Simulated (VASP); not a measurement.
Level of theory: PBEsol GGA, VASP's PBE PAW potentials (set 64) (plane waves; VASP 6.6.1).

VASP input:

INCAR:
```
ISIF = 2   # forces and stress, cell fixed
NELM = 100
GGA = PS
LREAL = .FALSE.
EDIFF = 1E-7   # SCF stop (eV)
LCHARG = .FALSE.
SIGMA = 0.05   # width (eV)
PREC = Accurate
ENCUT = 600
ALGO = Normal   # blocked Davidson
LWAVE = .FALSE.
SYSTEM = GeF2
LMAXMIX = 4
ISMEAR = 0
LASPH = .TRUE.   # aspherical one-centre terms
```

### KPOINTS
```
Regular mesh
0
Gamma
6 6 6
```

POSCAR:
```
GeF2
1
    0.0000000000     2.7241537571     2.7241537571
    2.7241537571     0.0000000000     2.7241537571
    2.7241537571     2.7241537571     0.0000000000
Ge F
1 2
Direct
  0.0000000000   0.0000000000   0.0000000000
  0.2500000000   0.2500000000   0.2500000000
  0.7545885809   0.7545885809   0.7454114191
```

POTCAR, in this order: Ge_d F (PBE.64 set). Program: vasp_std.

Task: Predict the energy per atom (σ→0), largest force, band gap (on the k-mesh).

Result: 
```yaml
energy per atom (σ→0): -4.856 eV/atom
band gap (on the k-mesh): 3.67 eV
largest_force: 0.067 eV/Å
```

OSZICAR:
```
...
DAV:   8    -0.145690169317E+02    0.73384E-02   -0.64600E-02  1914   0.314E+00    0.327E-01
DAV:   9    -0.145680905602E+02    0.92637E-03   -0.10825E-02  2128   0.112E+00    0.853E-02
DAV:  10    -0.145686940760E+02   -0.60352E-03   -0.95039E-04  1746   0.493E-01    0.255E-02
DAV:  11    -0.145686905026E+02    0.35734E-05   -0.63302E-05  1920   0.132E-01    0.710E-03
DAV:  12    -0.145686977410E+02   -0.72384E-05   -0.14181E-05  1668   0.401E-02    0.254E-03
DAV:  13    -0.145686977542E+02   -0.13229E-07   -0.10879E-06  1876   0.246E-02    0.482E-04
DAV:  14    -0.145686977962E+02   -0.41968E-07   -0.88957E-08  1234   0.489E-03
   1 F= -.14568698E+02 E0= -.14568698E+02  d E =-.336767E-19
```

The structure was generated: GeF2 was put into the fluorite type (Fm-3m), which need not be its known phase. This cell was strained or had an atom moved on purpose.
